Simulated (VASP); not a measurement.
An input for Quantum ESPRESSO's pw.x (written as the equivalent of a VASP run, and not itself run):

```
&CONTROL
  calculation = 'scf'
  pseudo_dir = './pseudo'
  outdir = './out'
  tprnfor = .true.
  tstress = .true.
/
&SYSTEM
  ibrav = 0
  nat = 3
  ntyp = 2
  ecutwfc = 84
  occupations = 'tetrahedra'
  input_dft = 'pbe'
  vdw_corr = 'grimme-d3'
  dftd3_version = 4
  dftd3_threebody = .false.
/
&ELECTRONS
  conv_thr = 7.3e-09
  electron_maxstep = 100
/
ATOMIC_SPECIES
  Li 6.940 Li.upf
  O 15.999 O.upf
CELL_PARAMETERS angstrom
     0.0000000    2.2666957    2.2666957
     2.2666957    0.0000000    2.2666957
     2.2666957    2.2666957    0.0000000
ATOMIC_POSITIONS crystal
  Li   0.2500000  0.2500000  0.2500000
  Li   0.7500000  0.7500000  0.7500000
  O    0.0000000  0.0000000  0.0000000
K_POINTS automatic
  9 9 9 0 0 0
```

Q: Translate this input to VASP (INCAR, KPOINTS, POSCAR, choice of POTCAR).

A: Several could match; the one computed here: 
**INCAR**
```
# general
SYSTEM  =  Li2O
PREC    =  Accurate
ENCUT   =  520   # plane-wave cut-off (eV)
LREAL   =  F
LASPH   =  T

# electronic loop
EDIFF   =  1E-7
NELM    =  100   # most electronic steps
ALGO    =  Normal   # blocked Davidson

# smearing
ISMEAR  =  -5

# functional
GGA     =  PE   # PBE
IVDW    =  12

# ions
ISIF    =  2   # forces and stress, cell fixed

# output
LWAVE   =  F
LCHARG  =  T
LORBIT  =  11   # lm-projected
NEDOS   =  601   # DOS grid

# other
LEFG    =  T
```

### POSCAR
```
Li2O
1
    0.0000000000     2.2666957412     2.2666957412
    2.2666957412     0.0000000000     2.2666957412
    2.2666957412     2.2666957412     0.0000000000
Li O
2 1
Direct
  0.2500000000   0.2500000000   0.2500000000
  0.7500000000   0.7500000000   0.7500000000
  0.0000000000   0.0000000000   0.0000000000
```

### KPOINTS
```
Automatic mesh
0
Gamma
9 9 9
0 0 0
```

POTCAR, in this order: Li_sv O (PBE.64 set). Program: vasp_std.

What does not carry over: the potentials are each code's own (VASP's PAW set, PseudoDojo norm-conserving files in pw.x), so ENCUT and ecutwfc are chosen apart and not converted; conv_thr bounds pw.x's estimated SCF error, while EDIFF bounds the energy change between steps; the field gradients of LEFG aren't asked of the other code.

The compound is Li2O in the antifluorite structure. It was relaxed first, which changed the volume by -6 %.
